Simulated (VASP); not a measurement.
Consider the following.

```
CELL_PARAMETERS angstrom
      4.62766     0.00000     0.00000
      0.00000     4.62766     0.00000
      0.00000     0.00000     2.97298
ATOMIC_POSITIONS crystal
  Ti 0.00000 0.00000 0.00000
  Ti 0.50000 0.50000 0.50000
  O  0.30410 0.30410 0.00000
  O  0.80410 0.19590 0.50000
  O  0.19590 0.80410 0.50000
  O  0.69590 0.69590 0.00000
```

Level of theory: revTPSS meta-GGA, VASP's PBE PAW potentials (set 64) (plane waves; VASP 6.6.1). Numerical set-up: 520 eV cut-off, 6×6×8 Γ-centred mesh, tetrahedra with Blöchl corrections, potentials Ti_sv O.

Task: Give the energies of bands 14 to 27 at the high-symmetry points, in eV from the valence-band maximum.

Result: 
```
band      Γ      X      M      Z      R      A
----  -----  -----  -----  -----  -----  -----
14    -5.31  -4.95  -5.54  -4.52  -5.09  -4.79
15    -4.96  -3.72  -3.85  -3.77  -3.97  -4.64
16    -3.78  -3.72  -3.85  -3.77  -3.97  -4.64
17    -3.78  -3.27  -2.92  -3.65  -3.37  -3.52
18    -2.62  -3.27  -2.92  -3.65  -3.37  -3.52
19    -2.62  -3.07  -2.20  -2.78  -2.43  -2.75
20    -2.02  -3.07  -2.20  -2.78  -2.43  -2.75
21    -0.72  -1.67  -1.34  -2.39  -2.04  -1.30
22    -0.46  -1.67  -1.34  -2.39  -2.04  -1.30
23    -0.46  -0.76  -1.10  -1.46  -1.05  -0.69
24     0.00  -0.76  -1.10  -1.46  -1.05  -0.69
25     1.93   2.57   1.96   3.01   1.95   2.64
26     2.20   2.57   1.96   3.01   1.95   2.64
27     2.45   3.06   2.57   3.24   3.26   3.23
```

The gap is direct, 1.93 eV, from the valence maximum at Γ to the conduction minimum at Γ.

The compound is TiO2 in the rutile structure. It was relaxed first.
